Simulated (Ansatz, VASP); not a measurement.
# One calculation of SiBi2Te5, two programs

File INCAR:

```
SYSTEM = SiBi2Te5
ALGO = Normal
EDIFF = 1E-7
ENCUT = 520
GGA = PE
ISIF = 2
ISMEAR = 0
LASPH = .True.
LCHARG = .False.
LREAL = .False.
LWAVE = .False.
NBANDS = 42
NELM = 80
PREC = Accurate
SIGMA = 0.2
```

The input KPOINTS:

```
k-points
0
Gamma
  6 6 2
  0 0 0
```

Contents of POSCAR:

```
SiBi2Te5
1.0
    4.1868178565      0.0000000000      0.0000000000
   -2.0934089282      3.6258906248      0.0000000000
    0.0000000000      0.0000000000     17.2679831471
Si Bi Te
1 2 5
Direct
    1.0000000000      0.0000000000      0.5000000000
    0.3333333333      0.6666666667      0.1264785549
    0.6666666667      0.3333333333      0.8735214451
    0.3333333333      0.6666666667      0.4137889223
    0.6666666667      0.3333333333      0.5862110777
    0.6666666667      0.3333333333      0.2339136405
    0.3333333333      0.6666666667      0.7660863595
    0.0000000000      0.0000000000      1.0000000000
```

Input for Ansatz:

```yaml
crystal:
  lattice:
    - [4.1868178565, 0.0, 0.0]
    - [-2.0934089282, 3.6258906248, 0.0]
    - [0.0, 0.0, 17.2679831471]
  atoms:
    - { symbol: Si, position: [1.0, 0.0, 0.5] }
    - { symbol: Bi, position: [0.3333333333, 0.6666666667, 0.1264785549] }
    - { symbol: Bi, position: [0.6666666667, 0.3333333333, 0.8735214451] }
    - { symbol: Te, position: [0.3333333333, 0.6666666667, 0.4137889223] }
    - { symbol: Te, position: [0.6666666667, 0.3333333333, 0.5862110777] }
    - { symbol: Te, position: [0.6666666667, 0.3333333333, 0.2339136405] }
    - { symbol: Te, position: [0.3333333333, 0.6666666667, 0.7660863595] }
    - { symbol: Te, position: [0.0, 0.0, 1.0] }
basis:
  ecutwfc: 420
kpoints:
  mp_grid: { grid: [6, 6, 2] }
hamiltonian:
  xc: pbe
scf:
  occupations: { method: gaussian, width: 0.2 }
  lower_state_search: "off"
output:
  forces: true
  stress: true
  eigenvalues: true
```

Alike in both runs: task single point; functional PBE; k mesh 6 × 6 × 2; occupations gaussian, width 0.2 eV; no spin polarisation.

|  | VASP | Ansatz |
| --- | --- | --- |
| version | VASP 6.6.1 | Ansatz 0.2.0 |
| potentials or method | VASP PAW PBE potentials, release 64 (Si, Bi_d, Te) | scalar-relativistic, plane waves, PAW |
| plane-wave cutoff (eV) | 520 | 420 |
| valence electrons in the cell | 64 | 114 |

VASP gave:

| Property | Result |
| --- | --- |
| gap on the k mesh at the Fermi level (eV) | none |
| pressure (GPa) | 0.0 |
| rms of the force components (eV/Å) | 0.022 |

Question: Estimate Ansatz's values.

Answer: gap on the k mesh at the Fermi level (eV): none; pressure (GPa): 0.0; rms of the force components (eV/Å): 0.018.

Atom by atom the forces differ by 0.005 eV/Å (rms over components). A gap of «none» marks a metal or a gap that the smearing closes. The functional is the same, so the differences come from potentials, cutoffs and numerics. The two sets of potentials don't hold the same shells in valence.

Caveats: spin-orbit coupling is left out, which moves the levels of the heavy elements; this functional lacks dispersion, which binds the layers, so the pressure and a relaxed spacing across them are unreliable.
